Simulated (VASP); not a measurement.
## RbAgBr2: structure and properties in VASP

Aim: relax RbAgBr2, then compute properties on the relaxed cell. The steps: rough relaxation of the start cell, full relaxation (optB86b-vdW), density, ELF and potential (optB86b-vdW), bands along the symmetry lines (optB86b-vdW), total and projected DOS (optB86b-vdW), band structure (r2SCAN), zone-centre phonons (optB86b-vdW), core-level energies (optB86b-vdW) and relaxing the atoms (optB86b-vdW), changed input. The cell is invented: it takes the structure of a Materials Project entry for RbBr (space group 221 there), with some of its atoms replaced by other elements, volume scaled by an estimate. It may not be a known or stable phase.

Calculated with VASP 6.6.1; optB86b-vdW; plane waves and PAW (Ag, Rb_sv, Br), in the first sound run; inputs show where later runs differ.

Report form: the programs' logs are mostly left out.

## Step 1: Starting point

Before any relaxation, the start is as follows. The structure is tetragonal, space group P4/mmm (No. 123). The conventional cell has a = 3.909 Å, b = 3.909 Å, c = 7.818 Å, α = 90.00°, β = 90.00°, γ = 90.00°. Nearest to Ag lie 8 Br at 3.39 Å. Rb has 8 Br at 3.39 Å nearest. Nearest to Br lie 4 Rb at 3.39 Å and 4 Ag at 3.39 Å. It derives from RbBr. it takes the structure of a Materials Project entry for RbBr (space group 221 there), with some of its atoms replaced by other elements, volume scaled by an estimate. Farther neighbours and most contacts between anions are not listed.

Coordinates:

```xyz
4
Lattice="3.9089 0.0000 0.0000 0.0000 3.9089 0.0000 0.0000 0.0000 7.8177" Properties=species:S:1:pos:R:3 pbc="T T T"
Ag    0.0000    0.0000    3.9089
Rb    0.0000    0.0000    0.0000
Br    1.9544    1.9544    5.8633
Br    1.9544    1.9544    1.9544
```

## Step 2: Rough relaxation of the start cell

The start is only an estimate, so a cheap relaxation brings it near a minimum before any careful run. optB86b-vdW pairs nonlocal correlation with a less repulsive exchange of B86b form. LUSE_VDW switches on a nonlocal correlation term for dispersion.

INCAR reads:

```
SYSTEM = RbAgBr2
PREC = Normal
ENCUT = 400
EDIFF = 1E-05
NELM = 60
ISMEAR = -1
SIGMA = 0.05
LREAL = .FALSE.
ALGO = Fast
GGA = MK
AGGAC = 0
LUSE_VDW = .TRUE.
PARAM1 = 0.1234
PARAM2 = 1
LASPH = .TRUE.
NBANDS = 23
LORBIT = 11
LWAVE = .FALSE.
LCHARG = .FALSE.
KPAR = 2
IBRION = 2
NSW = 40
ISIF = 3
EDIFFG = -0.04
```

POSCAR reads:

```
RbAgBr2
1.0
    3.9088570000      0.0000000000      0.0000000000
    0.0000000000      3.9088570000      0.0000000000
    0.0000000000      0.0000000000      7.8177140000
Ag Rb Br
1 1 2
Direct
    0.0000000000      0.0000000000      0.5000000000
    0.0000000000      0.0000000000      0.0000000000
    0.5000000000      0.5000000000      0.7500000000
    0.5000000000      0.5000000000      0.2500000000
```

KPOINTS reads:

```
Automatic mesh
0
Gamma
4 4 2
0 0 0
```

PAW data sets: Ag, Rb_sv and Br (PBE family, release 64).

On the command line:

```
> mpirun -np 2 vasp_std
```

Elapsed: 2.7 min, on 2 MPI ranks of AMD EPYC 7R43, shared host; peak memory 0.53 GiB; 5.4 min of CPU time.

The gap is read on the k-mesh alone, so it is an upper bound where the band edges lie off the mesh. This relaxation is a rough one on cheap settings, only to bring the start near its minimum. The PAW data sets were made with PBE, which is usual practice but a small mismatch for other functionals. The run keeps the 16 symmetry operations of its start, so it cannot find a distortion of lower symmetry.

Step by step:

```
step  energy less that of the first step (eV)  largest force (eV/Å)  pressure (GPa)  volume (Å³)
   1                                   0.0000                0.7713           -1.63       119.45
   2                                  -0.0941                0.7185           -0.75       114.27
   3                                  -0.1493                0.4468            2.44       103.02
   4                                  -0.1605                0.5659            1.20       106.47
   5                                  -0.2191                0.2704            0.67       107.80
   6                                  -0.2401                0.0338            0.25       109.19
   7                                  -0.2401                0.0483            0.28       109.24
   8                                  -0.2428                0.0109           -0.12       110.39
```

```
conventional cell, symmetrised  before  after  change
                         a (Å)   3.909  3.769  -3.6 %
                         b (Å)   3.909  3.769  -3.6 %
                         c (Å)   7.818  7.770  -0.6 %
              volume (Å³/atom)   29.86  27.60  -7.6 %
```

The atoms that moved most (Å, as changes of fractional coordinates times the final cell):

```
atom     dx     dy      dz  length
 Br3  0.000  0.000  -0.211   0.211
 Br4  0.000  0.000   0.211   0.211
```

The relaxed structure:

```
Ag Rb Br
1.0
     3.76933    0.00000    0.00000
     0.00000    3.76933    0.00000
     0.00000    0.00000    7.76992
Ag Rb Br
1 1 2
Direct
  0.00000 0.00000 0.50000
  0.00000 0.00000 0.00000
  0.50000 0.50000 0.72279
  0.50000 0.50000 0.27721
```

A gap read on the k-mesh alone can miss the band edges.

Numbers from this step:

```yaml
electrons: 34
bands: 23
irreducible_k_points: 12
symmetry_operations: 16
free_energy_toten: -2.092 eV
fermi_energy: 2.332 eV
pressure: -0.1198 GPa
metallic: no
valence_top_at_k: 0.5, 0, 0.5
conduction_bottom_at_k: 0, 0, 0
least_direct_gap_at_k: 0, 0, 0
scf_cycles_over_all_ionic_steps: 68
gap_on_the_k_mesh: 1.724 eV
least_direct_gap_on_the_k_mesh: 1.852 eV
```

It ends with a largest force of 0.011 eV/Å and a pressure of -0.12 GPa.

## Step 3: Full relaxation (optB86b-vdW)

Properties are meant for the cell that this level of theory prefers, so cell and atoms are relaxed first (ISIF = 3) until forces and stress are small; EDIFFG sets the threshold.

INCAR reads:

```
SYSTEM = RbAgBr2
PREC = Accurate
ENCUT = 400
EDIFF = 1E-06
NELM = 100
ISMEAR = -1
SIGMA = 0.05
LREAL = .FALSE.
ALGO = Normal
GGA = MK
AGGAC = 0
LUSE_VDW = .TRUE.
PARAM1 = 0.1234
PARAM2 = 1
LASPH = .TRUE.
NBANDS = 23
LORBIT = 11
LWAVE = .FALSE.
LCHARG = .FALSE.
KPAR = 2
IBRION = 2
NSW = 60
ISIF = 3
EDIFFG = -0.01
```

POSCAR reads:

```
RbAgBr2
1.0
    3.7693267963      0.0000000000      0.0000000000
    0.0000000000      3.7693267963      0.0000000000
    0.0000000000      0.0000000000      7.7699245059
Ag Rb Br
1 1 2
Direct
    0.0000000000      0.0000000000      0.5000000000
    0.0000000000      0.0000000000      0.0000000000
    0.5000000000      0.5000000000      0.7227878189
    0.5000000000      0.5000000000      0.2772121811
```

KPOINTS reads:

```
Automatic mesh
0
Gamma
6 6 3
0 0 0
```

On the command line:

```
> mpirun -np 2 vasp_std
```

The job ended after 6 min (2 MPI ranks; peak memory 0.85 GiB).

Step by step:

```
step  energy less that of the first step (eV)  largest force (eV/Å)  pressure (GPa)  volume (Å³)
   1                                   0.0000                0.0175           -0.29       110.39
   2                                  -0.0010                0.0135           -0.07       109.60
   3                                  -0.0009                0.0101            0.12       108.93
   4                                  -0.0010                0.0120            0.03       109.28
   5                                  -0.0010                0.0123            0.03       109.32
   6                                  -0.0010                0.0126            0.00       109.37
   7                                  -0.0010                0.0123            0.01       109.34
   8                                  -0.0011                0.0111            0.00       109.36
   9                                  -0.0012                0.0091           -0.01       109.39
```

```
conventional cell, symmetrised  before  after  change
                         a (Å)   3.769  3.752  -0.5 %
                         b (Å)   3.769  3.752  -0.5 %
                         c (Å)   7.770  7.772  +0.0 %
              volume (Å³/atom)   27.60  27.35  -0.9 %
```

Final coordinates:

```
Ag Rb Br
1.0
     3.75169    0.00000    0.00000
     0.00000    3.75169    0.00000
     0.00000    0.00000    7.77176
Ag Rb Br
1 1 2
Direct
  0.00000 0.00000 0.50000
  0.00000 0.00000 0.00000
  0.50000 0.50000 0.72242
  0.50000 0.50000 0.27758
```

Numbers from this step:

```yaml
irreducible_k_points: 20
free_energy_toten: -2.112 eV
fermi_energy: 2.436 eV
pressure: -0.01210 GPa
valence_top_at_k: 0.5, 0, 0.3333
scf_cycles_over_all_ionic_steps: 56
gap_on_the_k_mesh: 1.758 eV
least_direct_gap_on_the_k_mesh: 1.873 eV
```

It ends with a largest force of 0.009 eV/Å and a pressure of -0.01 GPa.

## Step 4: Density, ELF and potential (optB86b-vdW)

A single point on the relaxed cell gives a clean self-consistent state, with density, ELF and potential written out.

INCAR: that of step 3 with these lines changed.

```diff
@@ -18,7 +18,5 @@
 LWAVE = .FALSE.
-LCHARG = .FALSE.
-KPAR = 2
-IBRION = 2
-NSW = 60
-ISIF = 3
-EDIFFG = -0.01
+LCHARG = .TRUE.
+ISIF = 2
+LELF = .TRUE.
+LVHAR = .TRUE.
```

POSCAR reads:

```
RbAgBr2
1.0
    3.7516948035      0.0000000000      0.0000000000
    0.0000000000      3.7516948035      0.0000000000
    0.0000000000      0.0000000000      7.7717625749
Ag Rb Br
1 1 2
Direct
    0.0000000000      0.0000000000      0.5000000000
    0.0000000000      0.0000000000      0.0000000000
    0.5000000000      0.5000000000      0.7224232091
    0.5000000000      0.5000000000      0.2775767909
```

KPOINTS is that of step 3.

On the command line:

```
> mpirun -np 2 vasp_std
```

Elapsed: 34 s, on 2 MPI ranks; peak memory 0.54 GiB.

This step gave:

```yaml
scf_cycles: 13
bands: 24
fermi_energy: 2.434 eV
pressure: -0.02310 GPa
```

Valence electrons inside each PAW sphere by angular momentum. Sphere charges, by row:

```
atom  s (e)  p (e)  d (e)  tot (e)
 Ag1  0.165  0.097  9.364    9.626
 Rb2  1.942  5.361  0.035    7.337
 Br3  1.623   3.24  0.009    4.873
 Br4  1.623   3.24  0.009    4.873
```

Valence density in the ac plane at fractional y = 0.000, with atoms of Ag and Rb within 0.2 Å of it. It is the smooth field of the valence electrons, not physical close to the nuclei.

Values in e/Å³, 24 rows by 14 columns, each cell a mean:
```
2.2 2.2 1.8 0.9 0.4 0.1 0.0 0.0 0.0 0.2 0.4 1.2 1.9 2.2
1.9 1.7 1.2 0.5 0.2 0.1 0.0 0.0 0.0 0.1 0.3 0.7 1.3 1.7
0.9 0.7 0.5 0.2 0.1 0.0 0.0 0.0 0.0 0.1 0.1 0.3 0.5 0.8
0.2 0.2 0.1 0.1 0.0 0.0 0.0 0.0 0.0 0.0 0.1 0.1 0.1 0.2
0.1 0.1 0.0 0.0 0.0 0.0 0.0 0.0 0.0 0.0 0.0 0.0 0.0 0.1
0.0 0.0 0.0 0.0 0.0 0.0 0.1 0.1 0.1 0.0 0.0 0.0 0.0 0.0
0.0 0.0 0.0 0.0 0.0 0.1 0.1 0.1 0.1 0.1 0.0 0.0 0.0 0.0
0.1 0.1 0.1 0.1 0.1 0.1 0.1 0.1 0.1 0.1 0.1 0.1 0.1 0.1
0.5 0.4 0.3 0.1 0.1 0.1 0.1 0.1 0.1 0.1 0.1 0.2 0.3 0.4
2.0 1.6 0.9 0.3 0.2 0.1 0.1 0.0 0.1 0.1 0.2 0.5 1.0 1.7
4.9 3.9 2.2 0.7 0.3 0.1 0.1 0.0 0.1 0.1 0.3 1.1 2.6 4.2
7.4 5.7 3.2 1.1 0.3 0.1 0.1 0.0 0.1 0.1 0.4 1.6 3.8 6.2
6.2 4.9 2.7 0.9 0.3 0.1 0.1 0.0 0.1 0.1 0.4 1.4 3.2 5.3
3.0 2.3 1.3 0.5 0.2 0.1 0.1 0.0 0.1 0.1 0.2 0.7 1.6 2.5
0.9 0.7 0.4 0.2 0.1 0.1 0.1 0.0 0.1 0.1 0.1 0.2 0.5 0.7
0.2 0.2 0.1 0.1 0.1 0.1 0.1 0.1 0.1 0.1 0.1 0.1 0.1 0.2
0.1 0.1 0.1 0.0 0.0 0.1 0.1 0.1 0.1 0.1 0.0 0.0 0.1 0.1
0.0 0.0 0.0 0.0 0.0 0.0 0.1 0.1 0.1 0.0 0.0 0.0 0.0 0.0
0.0 0.0 0.0 0.0 0.0 0.0 0.0 0.0 0.0 0.0 0.0 0.0 0.0 0.0
0.1 0.1 0.1 0.1 0.0 0.0 0.0 0.0 0.0 0.0 0.0 0.1 0.1 0.1
0.5 0.4 0.3 0.1 0.1 0.0 0.0 0.0 0.0 0.0 0.1 0.2 0.3 0.5
1.5 1.3 0.9 0.4 0.2 0.1 0.0 0.0 0.0 0.1 0.2 0.5 1.0 1.4
2.2 2.1 1.6 0.8 0.3 0.1 0.0 0.0 0.0 0.1 0.4 1.0 1.7 2.1
2.1 2.2 1.9 1.0 0.4 0.1 0.0 0.0 0.1 0.2 0.5 1.3 2.0 2.2
```
Columns run along a (3.8 Å), rows up along c (7.8 Å). Atoms in or near the plane, at fractional coordinates: Ag at (0.00, 0.50), Rb at (0.00, 0.00).

Electrostatic potential energy in the ac plane at fractional y = 0.000, with atoms of Ag and Rb within 0.2 Å of it. With pseudopotentials it is smooth inside the atoms' cores, unlike the true potential.

Ten even steps from '_' (-53 eV) to '@' (5 eV), each cell a mean:
```
++++**##%%@@@@@@@@%%%%##**++
****####%%@@@@@@@@@@%%##****
####%%%%@@@@@@@@@@@@@@%%%%##
%%%%@@@@@@@@@@@@@@@@@@@@@@%%
@@@@@@@@@@@@@@@@@@@@@@@@@@@@
@@@@@@@@@@@@@@@@@@@@@@@@@@@@
@@@@@@@@@@@@@@@@@@@@@@@@@@@@
@@@@@@@@@@@@@@@@@@@@@@@@@@@@
##%%%%@@@@@@@@@@@@@@@@@@%%##
::--++%%@@@@@@@@@@@@@@##++--
____::**%%@@@@@@@@@@%%++..__
______++%%@@@@@@@@@@##--____
____..++%%@@@@@@@@@@%%==____
..::==##@@@@@@@@@@@@@@**--..
****%%@@@@@@@@@@@@@@@@%%##**
@@@@@@@@@@@@@@@@@@@@@@@@@@@@
@@@@@@@@@@@@@@@@@@@@@@@@@@@@
@@@@@@@@@@@@@@@@@@@@@@@@@@@@
@@@@@@@@@@@@@@@@@@@@@@@@@@@@
@@@@@@@@@@@@@@@@@@@@@@@@@@@@
%%%%%%@@@@@@@@@@@@@@@@%%%%%%
****##%%%%@@@@@@@@@@%%%%##**
++++**##%%@@@@@@@@%%%%##**++
==++**##%%%%@@@@@@%%%%**++==
```
Columns run along a (3.8 Å; values clipped at the 3rd and 97th percentile), rows up along c (7.8 Å). Atoms in or near the plane, at fractional coordinates: Ag at (0.00, 0.50), Rb at (0.00, 0.00).

ELF in the ac plane at fractional y = 0.000, with atoms of Ag and Rb within 0.2 Å of it. It is the smooth field of the valence electrons, not physical close to the nuclei.

Ten even steps from '_' (0.00) to '@' (0.86), each cell a mean:
```
**%%@@@@%%--______==%%@@@@##
@@@@@@%%++..______::**@@@@@@
@@@@%%++::__________::**%%@@
**++--..______________..--++
..__________________________
____________________________
____________________________
......__________________....
::::::..______________..::::
..::::::..__________..::::::
____..::....______..::::..__
______::::..______..::::____
____..::::..______..::::____
....::::..________....::::..
::::::..____________....::::
::....________________......
____________________________
____________________________
____________________________
----..__________________::--
%%%%**--..__________..==##%%
@@@@@@%%==..______..++%%@@@@
##%%@@@@##::______==%%@@@@%%
==##@@@@%%==____..++@@@@@@**
```
Columns run along a (3.8 Å), rows up along c (7.8 Å). Atoms in or near the plane, at fractional coordinates: Ag at (0.00, 0.50), Rb at (0.00, 0.00).

In this run the pressure is -0.02 GPa, small enough to go on.

## Step 5: Bands along the symmetry lines (optB86b-vdW)

Levels along the symmetry lines show where the bands peak and cross; KPOINTS_OPT computes them in the converged potential.

INCAR: that of step 4 with these lines changed.

```diff
@@ -15,8 +15,6 @@
 LASPH = .TRUE.
-NBANDS = 23
+NBANDS = 31
 LORBIT = 11
 LWAVE = .FALSE.
-LCHARG = .TRUE.
-ISIF = 2
-LELF = .TRUE.
-LVHAR = .TRUE.
+LCHARG = .FALSE.
+KPAR = 2
```

POSCAR is that of step 4.

KPOINTS is that of step 4.

KPOINTS_OPT reads:

```
Line mode
16
Line-mode
Reciprocal
  0.00000000   0.00000000   0.00000000 GAMMA
  0.00000000   0.50000000   0.00000000 X

  0.00000000   0.50000000   0.00000000 X
  0.50000000   0.50000000   0.00000000 M

  0.50000000   0.50000000   0.00000000 M
  0.00000000   0.00000000   0.00000000 GAMMA

  0.00000000   0.00000000   0.00000000 GAMMA
  0.00000000   0.00000000   0.50000000 Z

  0.00000000   0.00000000   0.50000000 Z
  0.00000000   0.50000000   0.50000000 R

  0.00000000   0.50000000   0.50000000 R
  0.50000000   0.50000000   0.50000000 A

  0.50000000   0.50000000   0.50000000 A
  0.00000000   0.00000000   0.50000000 Z

  0.00000000   0.50000000   0.00000000 X
  0.00000000   0.50000000   0.50000000 R

  0.50000000   0.50000000   0.00000000 M
  0.50000000   0.50000000   0.50000000 A
```

On the command line:

```
> mpirun -np 2 vasp_std
```

It took 1.9 min on 2 MPI ranks; peak memory 0.78 GiB.

Spin-orbit coupling is off here; it would split degenerate levels.

This step gave:

| Item | Value |
| --- | --- |
| bands | 31 |
| Fermi energy | 2.436 eV |
| pressure | -0.01513 GPa |
| least gap on mesh and path | 1.741 eV |
| least direct gap on mesh and path | 1.872 eV |
| valence top at k | 0, 0.5, 0.5 |

The electronic bands at the labelled points (eV, zero at the valence-band top; v1 is the highest filled band, c1 the lowest empty one):

```
          point     v4     v3     v2     v1    c1    c2    c3    c4
              Γ  -0.80  -0.80  -0.13  -0.13  1.74  5.11  5.34  5.53
0.53 of the way  -1.54  -0.43  -0.36  -0.21  3.16  4.95  6.50  6.77
              X  -1.66  -0.42  -0.30  -0.09  3.10  5.67  6.39  7.12
0.53 of the way  -1.25  -1.03  -0.80  -0.19  3.11  5.45  5.86  6.34
              M  -0.94  -0.89  -0.89  -0.40  2.45  5.66  5.91  5.91
0.47 of the way  -1.43  -1.10  -0.67  -0.48  3.28  6.12  6.67  7.08
              Γ  -0.80  -0.80  -0.13  -0.13  1.74  5.11  5.34  5.53
0.47 of the way  -0.84  -0.84  -0.09  -0.09  2.10  5.01  5.30  5.34
              Z  -0.89  -0.89  -0.05  -0.05  2.55  4.43  5.34  5.58
0.47 of the way  -1.39  -1.06  -0.45  -0.19  3.09  5.46  6.01  6.81
              R  -1.63  -0.55  -0.40   0.00  3.67  5.28  5.36  7.99
0.47 of the way  -1.45  -0.96  -0.83  -0.52  3.16  6.02  6.63  6.92
              A  -1.19  -0.72  -0.72  -0.55  2.73  4.55  5.38  5.38
0.47 of the way  -1.55  -0.93  -0.90  -0.54  3.54  6.17  6.67  7.09
              Z  -0.89  -0.89  -0.05  -0.05  2.55  4.43  5.34  5.58
      jump to X  -1.66  -0.42  -0.30  -0.09  3.10  5.67  6.39  7.12
0.47 of the way  -1.64  -0.48  -0.35  -0.04  3.31  5.51  5.88  7.60
              R  -1.63  -0.55  -0.40   0.00  3.67  5.28  5.36  7.99
      jump to M  -0.94  -0.89  -0.89  -0.40  2.45  5.66  5.91  5.91
0.47 of the way  -1.03  -0.81  -0.81  -0.49  2.56  5.11  5.64  5.64
              A  -1.19  -0.72  -0.72  -0.55  2.73  4.55  5.38  5.38
```

Of the projections kept (Ag, Rb, Br), the largest for each band there; the rest of the weight can lie on other orbitals:

```
point       v4       v3       v2       v1       c1       c2       c3       c4
    Γ  Br 0.97  Br 0.97  Br 0.74  Br 0.74  Ag 0.59  Rb 0.51  Rb 0.89  Ag 0.50
    X  Ag 0.94  Br 0.77  Br 1.00  Br 0.74  Ag 0.66  Ag 0.48  Rb 0.47  Rb 0.58
    M  Ag 0.67  Ag 0.65  Ag 0.65  Br 1.00  Ag 0.90  Ag 0.64  Ag 0.54  Ag 0.54
    Γ  Br 0.97  Br 0.97  Br 0.74  Br 0.74  Ag 0.59  Rb 0.51  Rb 0.89  Ag 0.50
    Z  Br 0.97  Br 0.97  Br 0.75  Br 0.75  Ag 0.53  Br 0.40  Rb 0.90  Rb 0.51
    R  Ag 0.92  Br 0.70  Br 0.99  Br 0.76  Ag 0.64  Rb 0.78  Ag 0.38  Br 0.43
```

The path finds the gap of the mesh within 0.02 eV, so the mesh comes close to both band edges.

## Step 6: Total and projected DOS (optB86b-vdW)

Here the states are counted by energy and projected on the atoms. The mesh is finer than in the run before.

INCAR: that of step 5 with these lines changed.

```diff
@@ -5,3 +5,3 @@
 NELM = 100
-ISMEAR = -1
+ISMEAR = -5
 SIGMA = 0.05
@@ -20 +20,2 @@
 KPAR = 2
+NEDOS = 2001
```

POSCAR is that of step 5.

KPOINTS reads:

```
Automatic mesh
0
Gamma
9 9 5
0 0 0
```

On the command line:

```
> mpirun -np 2 vasp_std
```

The job ended after 77 s (2 MPI ranks; peak memory 0.82 GiB; 2.6 min of CPU time).

Numbers from this step:

- SCF cycles: 14
- irreducible k-points: 45
- free energy (TOTEN): -2.113 eV
- Fermi energy: 1.511 eV
- pressure: -0.01675 GPa
- valence top at k: 0.4444, 0, 0.4
- gap on the k-mesh: 1.771 eV
- least direct gap on the k-mesh: 1.874 eV

The density of states has structure finer than the step of the table below, so its rows give means over 1 eV, whole bins alone (the curve runs from -12.0 to 8.31 eV). Peaks (eV: height): total -10.0: 18.6, -9.7: 31.1, -2.4: 11.9, -2.1: 18.2; Ag d -2.4: 6.91, -2.1: 14.0, -1.6: 7.39, -0.9: 3.15; Br p -2.8: 2.51, -0.9: 4.28, -0.8: 3.81, -0.4: 4.83; Ag s -3.2: 0.291, 3.3: 1.76; Rb p -10.0: 15.5, -9.7: 27.0.

States under -12.0 eV and over 8.3 eV are left out; flat bands give spikes narrower than the energy grid, so sums over such rows miss the true count of states. Density of states against energy, zero at the valence-band top; means over each step; values in states/eV/cell:

```
energy (eV)   total     Ag d     Br p     Ag s     Rb p
        -11       0        0        0        0        0
        -10    6.13   9.9e-4   0.0186   4.6e-4     5.28
         -9   0.716        0   6.5e-4   8.3e-6    0.647
         -8       0        0        0        0        0
         -7       0        0        0        0        0
         -6       0        0        0        0        0
         -5       0        0        0        0        0
         -4   0.102   0.0111   0.0332  0.00745   6.4e-4
         -3    5.73     1.92     1.62    0.121   0.0436
         -2    8.00     5.33     1.16   0.0246   0.0238
         -1    5.16     1.37     2.19  0.00699   0.0473
          0    2.69    0.514     1.41   5.6e-4   0.0100
          1       0        0        0        0        0
          2  0.0542   6.0e-5  0.00817   0.0147   4.0e-4
          3    1.83   0.0104    0.283    0.626  0.00902
          4  0.0784   5.3e-4   0.0140   0.0270   1.9e-4
          5   0.799  0.00468   0.0366  0.00420  0.00567
          6    3.42   0.0255    0.169   0.0209   0.0408
          7    2.64   0.0352    0.195   0.0203   0.0382
```

The gap on this mesh is 1.77 eV. In the top eV of the valence band the largest shares in the PAW spheres are Br p 48 % and Ag d 22 %. The rest lies in smaller channels or between the spheres.

(Part 1 of 2 ends here.)

[Lines on the potential files, build, host, timing and source positions are cut from VASP's logs without a mark.]

[Logs are printed without paths, hosts, clocks, repeated set-up lines and the standing remarks that a program may print on its own settings, such as how far it seeks lower states.]

[Hosts, paths, dates, database ids (printed as entryN), source tags and the programs' standing remarks are cut or masked in the printed files.]

[A measured line is paired with the nearest computed mode of its activity, which favours agreement.]
